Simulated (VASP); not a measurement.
Data:

```
CELL_PARAMETERS angstrom
      5.03597     2.51221     2.51221
      2.51221     5.03597     2.51221
      2.51221     2.51221     5.03597
ATOMIC_POSITIONS crystal
  Mn 0.00000 0.00000 0.00000
  Mn 0.50000 0.50000 0.50000
  S  0.25000 0.25000 0.25000
  S  0.75000 0.75000 0.75000
```
Starting moments (μB, in the order of the record's atoms Mn Mn S S): 5.0 -5.0 0.0 0.0.

Calculation: AM05 GGA, VASP's PBE PAW potentials (set 64) (plane waves; VASP 6.6.1). Settings: 520 eV cut-off, 7×7×7 Γ-centred mesh, Gaussian smearing of 0.050 eV, potentials Mn_pv S.

Task: Estimate the cell moment, energy per atom (σ→0).

Result: 
cell moment: 0.00 μB
energy per atom (σ→0): -7.250 eV/atom

Task: Give the moment on each site (PAW-sphere projection).

Result: 
| site | moment (μB) |
|---|---|
| Mn1 | 4.04 |
| Mn2 | -4.04 |
| S3 | 0.00 |
| S4 | 0.00 |

Total energies compare only between runs with the same potentials, cut-off and functional.

The compound is MnS in the rock salt, AFM-II order structure. It was relaxed first, which changed the volume by -10 %. The start is the result of an earlier pass.
